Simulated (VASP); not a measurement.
Computed with PBE GGA with D3 dispersion (Becke-Johnson damping), VASP's PBE PAW potentials (set 64) (plane waves; VASP).

A VASP calculation is set up with these files.

**POSCAR**
```
KCl
1
    0.0000000000     3.0714993932     3.0714993932
    3.0714993932     0.0000000000     3.0714993932
    3.0714993932     3.0714993932     0.0000000000
K Cl
1 1
Direct
  0.0000000000   0.0000000000   0.0000000000
  0.5000000000   0.5000000000   0.5000000000
```

### KPOINTS
```
Automatic mesh
0
Gamma
7 7 7
0 0 0
```

INCAR:
```
ALGO = Normal
EDIFF = 1E-7
ENCUT = 520
GGA = PE
ISIF = 2
ISMEAR = 0
IVDW = 12
LASPH = .True.
LCHARG = .False.
LREAL = .False.
LWAVE = .False.
NELM = 100
PREC = Accurate
SIGMA = 0.05
SYSTEM = KCl
```

POTCAR, in this order: K_sv Cl (PBE.64 set). Program: vasp_std.

Task: What will the output report for the number of irreducible k-points (NKPTS), largest plane-wave count, number of space-group operations, FFT grid (NGX, NGY, NGZ)?

Result: 
```yaml
number of irreducible k-points (NKPTS): 20
largest_plane_wave_count: 1584
number_of_space_group_operations: 48
FFT grid (NGX, NGY, NGZ): 32 × 32 × 32
```

The compound is KCl in the rock salt structure. This cell is one point of a volume scan, at 0.94 of the reference volume.
